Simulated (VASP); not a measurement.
Input:

```xyz
2
Lattice="0.0000 2.8228 2.8228 2.8228 0.0000 2.8228 2.8228 2.8228 0.0000" Properties=species:S:1:pos:R:3 pbc="T T T"
Na     0.0000     0.0000     0.0000
Cl     2.8228     2.8228     2.8228
```

Method: vdW-DF-cx, VASP's PBE PAW potentials (set 64) (plane waves; VASP). Settings: 520 eV cut-off, 9×9×9 Γ-centred mesh, tetrahedra with Blöchl corrections, potentials Na_pv Cl.

Question: Estimate the energy per atom (σ→0), band gap (on the k-mesh) with the smallest direct gap where there is one.

Answer: 
The band gap (on the k-mesh) is 5.20 eV. The smallest direct gap (on the k-mesh) comes out as 5.20 eV and the energy per atom (σ→0) comes out as -1.488 eV/atom.

The absolute energy has meaning only against runs of the same code, potentials and settings.

The compound is NaCl in the rock salt structure. It was relaxed first.
